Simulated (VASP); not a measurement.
Input:

```
CELL_PARAMETERS angstrom
      0.00000     2.60000     2.60000
      2.60000     0.00000     2.60000
      2.60000     2.60000     0.00000
ATOMIC_POSITIONS crystal
  Mg 0.00000 0.00000 0.00000
  S  0.50000 0.50000 0.50000
```

All values below come from PBE GGA, VASP's PBE PAW potentials (set 64) (plane waves; VASP). Numerical set-up: 400 eV cut-off, 8×8×8 Γ-centred mesh, Gaussian smearing of 0.050 eV, potentials Mg S.

### Question
Give the stress tensor in GPa (positive for a compressed cell).

### Answer

```
1.03  0.00  0.00
0.00  1.03  0.00
0.00  0.00  1.03
```
The pressure is its mean diagonal, 1.03 GPa.

The compound is MgS in the rock salt structure. The cell was not relaxed at this level.
